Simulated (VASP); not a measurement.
These are PBE GGA with spin-orbit coupling, VASP's PBE PAW potentials (set 64) (plane waves; VASP 6.6.1) values and carry that method's errors.

A VASP calculation is set up with these files.

**POSCAR**
```
BRh3
1.0
  0.0000000000   3.0335860000   3.0335860000
  3.0335860000   0.0000000000   3.0335860000
  3.0335860000   3.0335860000   0.0000000000
B Rh
1 3
direct
  0.0000000000   0.0000000000   0.0000000000
  0.5000000000   0.5000000000   0.5000000000
  0.2500000000   0.2500000000   0.2500000000
  0.7500000000   0.7500000000   0.7500000000
```

File KPOINTS:
```
Automatic mesh
0
Gamma
6 6 6
0 0 0
```

**INCAR**
```
SYSTEM  =  BRh3
PREC  =  Accurate; ENCUT  =  400; LREAL  =  .FALSE.
LASPH  =  .TRUE.
EDIFF  =  1E-6; NELM  =  100; ALGO  =  Normal
LMAXMIX  =  4
ISMEAR  =  0; SIGMA  =  0.1
GGA  =  PE; GGA_COMPAT  =  .FALSE.
MAGMOM  =  12*0.0; LSORBIT  =  .TRUE.; LNONCOLLINEAR  =  .TRUE.
ISIF  =  2
LWAVE  =  .FALSE.; LCHARG  =  .FALSE.; LORBIT  =  11
```

POTCAR, in this order: B Rh_pv (PBE.64 set). Program: vasp_ncl.

Output of the run:

**OUTCAR**
```
 ion  position               nearest neighbor table
   1  0.000  0.000  0.000-   3 2.63   4 2.63   4 2.63   4 2.63   4 2.63   3 2.63   3 2.63   3 2.63
  LATTYP: Found a face centered cubic cell.
 ALAT       =     6.0671720000
 Subroutine PRICEL returns:
 Original cell was already a primitive cell.
 Subroutine GETGRP returns: Found 48 space group operations
The static configuration has the point symmetry O_h .
The dynamic configuration has the point symmetry O_h .
The overall configuration has the point symmetry O_h .
 Subroutine INISYM returns: Found 48 space group operations
 Subroutine IBZKPT returns following result:
 Found     16 irreducible k-points:

 Following reciprocal coordinates:
            Coordinates               Weight
  0.000000  0.000000  0.000000      1.000000
  0.166667  0.000000  0.000000      8.000000
  0.333333  0.000000  0.000000      8.000000
  0.500000  0.000000  0.000000      4.000000
  0.166667  0.166667  0.000000      6.000000
  0.333333  0.166667  0.000000     24.000000
  0.500000  0.166667  0.000000     24.000000
 -0.333333  0.166667  0.000000     24.000000
 -0.166667  0.166667  0.000000     12.000000
  0.333333  0.333333  0.000000      6.000000
  0.500000  0.333333  0.000000     24.000000
 -0.333333  0.333333  0.000000     12.000000
  0.500000  0.500000  0.000000      3.000000
  0.500000  0.333333  0.166667     24.000000
 -0.333333  0.333333  0.166667     24.000000
 -0.333333  0.500000  0.166667     12.000000
   k-points           NKPTS =     16   k-points in BZ     NKDIM =     16   number of bands    NBANDS=     56
   number of dos      NEDOS =    301   number of ions     NIONS =      4
   total plane-waves  NPLWV =  21952
   dimension x,y,z NGX =    28 NGY =   28 NGZ =   28
   dimension x,y,z NGXF=    56 NGYF=   56 NGZF=   56
   ions per type =               1   3
   PREC   = accura    normal or accurate (medium, high low for compatibility)
   ISTART =      0    job   : 0-new  1-cont  2-samecut
   ICHARG =      2    charge: 1-file 2-atom 10-const
   ISPIN  =      1    spin polarized calculation?
   LNONCOLLINEAR =      T non collinear calculations
   LSORBIT =      T    spin-orbit coupling
   INIWAV =      1    electr: 0-lowe 1-rand  2-diag
   ENCUT  =  400.0 eV  29.40 Ry    5.42 a.u.   7.00  7.00  7.00*2*pi/ulx,y,z
   NELM   =    100;   NELMIN=  2; NELMDL= -5     # of ELM steps
   EDIFF  = 0.1E-05   stopping-criterion for ELM
   LREAL  =      F    real-space projection
   NLSPLINE    = F    spline interpolate recip. space projectors
   LMAXMIX     =    4 max onsite mixed and CHGCAR
   VOSKOWN=      0    Vosko Wilk Nusair interpolation
   EDIFFG = 0.1E-04   stopping-criterion for IOM
   NSW    =      0    number of steps for IOM
   NBLOCK =      1;   KBLOCK =      1    inner block; outer block
   IBRION =     -1    ionic relax: 0-MD 1-quasi-New 2-CG
   NFREE  =      0    steps in history (QN), initial steepest desc. (CG)
   ISIF   =      2    stress and relaxation
   ISYM   =      2    0-nonsym 1-usesym 2-fastsym
   TEIN   =    0.0    initial temperature
   TEBEG  =    0.0;   TEEND  =   0.0 temperature during run
   SMASS  =  -3.00    Nose mass-parameter (am)
   PSTRESS=    0.0 pullay stress
   NELECT =      48.0000    total number of electrons
   EFERMI =   0.00;   METHOD = LEGACY
   ISMEAR =     0;   SIGMA  =   0.10  broadening in eV -4-tet -1-fermi 0-gaus
   IALGO  =     38    algorithm
   LDIAG  =      T    sub-space diagonalisation (order eigenvalues)
   IMIX   =      4    mixing-type and parameters
     AMIX     =   0.40;   BMIX     =  1.00
     AMIX_MAG =   1.60;   BMIX_MAG =  1.00
     AMIN     =   0.10
   GGA     = PE    functional components
   VOSKOWN =     0    Vosko Wilk Nusair interpolation
   LHFCALC =     F    Hartree Fock is set to
...
```

### OSZICAR
```
       N       E                     dE             d eps       ncg     rms          rms(c)
DAV:   1     0.535876153030E+03    0.53588E+03   -0.25721E+04  1888   0.159E+03
DAV:   2    -0.382876028469E+01   -0.53970E+03   -0.52337E+03  1912   0.528E+02
DAV:   3    -0.274895959522E+02   -0.23661E+02   -0.22199E+02  2272   0.108E+02
DAV:   4    -0.281056612353E+02   -0.61607E+00   -0.60519E+00  2000   0.152E+01
DAV:   5    -0.281198960426E+02   -0.14235E-01   -0.14155E-01  2112   0.220E+00    0.155E+01
DAV:   6    -0.283721018910E+02   -0.25221E+00   -0.17012E+01  1992   0.371E+01    0.150E+01
DAV:   7    -0.271064135810E+02    0.12657E+01   -0.92399E+00  1856   0.273E+01    0.735E+00
DAV:   8    -0.266613325107E+02    0.44508E+00   -0.10528E+00  1976   0.108E+01    0.339E+00
DAV:   9    -0.266492508704E+02    0.12082E-01   -0.24612E-01  2024   0.352E+00    0.120E+00
DAV:  10    -0.266395760650E+02    0.96748E-02   -0.45329E-02  1984   0.190E+00    0.447E-01
DAV:  11    -0.266392881542E+02    0.28791E-03   -0.36739E-03  2088   0.424E-01    0.169E-01
DAV:  12    -0.266392237808E+02    0.64373E-04   -0.69194E-04  1896   0.227E-01    0.695E-02
DAV:  13    -0.266391922064E+02    0.31574E-04   -0.27105E-04  2072   0.152E-01    0.330E-02
DAV:  14    -0.266391831977E+02    0.90088E-05   -0.45903E-05  1928   0.686E-02    0.659E-03
DAV:  15    -0.266391825312E+02    0.66643E-06   -0.11961E-06  1144   0.108E-02
   1 F= -.26639183E+02 E0= -.26617062E+02  d E =-.442404E-01  mag=     0.0000    -0.0000    -0.0000
```

### OUTCAR
```
------------------------ aborting loop because EDIFF is reached ----------------------------------------
  FORCE on cell =-STRESS in cart. coord.  units (eV):
  Direction    XX          YY          ZZ          XY          YZ          ZX
  --------------------------------------------------------------------------------------
  Total       -6.8160630     -6.8160630     -6.8160630      0.0000000      0.0000000      0.0000000
  in kB     -195.5893710   -195.5893710   -195.5893710      0.0000000      0.0000000      0.0000000
  external PRESSURE =    -195.5893710 kB  Pullay stress =       0.0000000 kB
  volume of cell :       55.83
      direct lattice vectors                 reciprocal lattice vectors
     0.000000000  3.033586000  3.033586000    -0.164821436  0.164821436  0.164821436
     3.033586000  0.000000000  3.033586000     0.164821436 -0.164821436  0.164821436
     3.033586000  3.033586000  0.000000000     0.164821436  0.164821436 -0.164821436
 POSITION                                       TOTAL-FORCE (eV/Angst)
 -----------------------------------------------------------------------------------
      0.00000      0.00000      0.00000         0.000000     -0.000000      0.000000
      3.03359      3.03359      3.03359         0.000000     -0.000000      0.000000
      1.51679      1.51679      1.51679        -0.000000     -0.000000      0.000000
      4.55038      4.55038      4.55038         0.000000      0.000000     -0.000000
 -----------------------------------------------------------------------------------
    total drift:                                0.000000      0.000000      0.000000
  FREE ENERGIE OF THE ION-ELECTRON SYSTEM (eV)
  ---------------------------------------------------
  free  energy   TOTEN  =       -26.6391825312 eV

  energy  without entropy=      -26.5949421311  energy(sigma->0) =      -26.61706233

 total charge

# of ion       s       p       d       tot
------------------------------------------
    1        0.665   0.714   0.000   1.379
    2        0.371   6.245   7.162  13.778
    3        0.319   6.232   7.086  13.636
    4        0.319   6.232   7.086  13.636
--------------------------------------------------
tot          1.674  19.422  21.334  42.430

 magnetization (x)

# of ion       s       p       d       tot
------------------------------------------
    1        0.000  -0.000   0.000  -0.000
    2        0.000   0.000  -0.000   0.000
    3        0.000   0.000   0.000   0.000
    4        0.000   0.000   0.000   0.000
--------------------------------------------------
tot          0.000   0.000   0.000   0.000

 magnetization (y)

# of ion       s       p       d       tot
------------------------------------------
    1       -0.000   0.000   0.000  -0.000
    2        0.000  -0.000   0.000   0.000
    3        0.000   0.000   0.000   0.000
    4        0.000   0.000   0.000   0.000
--------------------------------------------------
tot          0.000  -0.000   0.000   0.000

 magnetization (z)

# of ion       s       p       d       tot
------------------------------------------
    1        0.000   0.000   0.000   0.000
    2        0.000   0.000  -0.000  -0.000
    3        0.000   0.000   0.000   0.000
    4        0.000   0.000   0.000   0.000
--------------------------------------------------
tot          0.000   0.000   0.000   0.000

 Ion:    1  E_soc:     -0.0000397

 Ion:    2  E_soc:     -0.3376754

 Ion:    3  E_soc:     -0.3105946

 Ion:    4  E_soc:     -0.3105946
```
(Selected blocks of OUTCAR.)

At this cut-off the stress carries a Pulay error, which pulls relaxed volumes low.

The structure was generated: BRh3 was put into an ordered model structure, which need not be its known phase. The cell was not relaxed at this level. The run is one of a series of settings (GGA_COMPAT = .FALSE., LNONCOLLINEAR = .TRUE., LSORBIT = .TRUE., MAGMOM = 0.0 0.0 0.0 0.0 0.0 0.0 0.0 0.0 0.0 0.0 0.0 0.0, program vasp_ncl against the base run), some of them coarse on purpose.
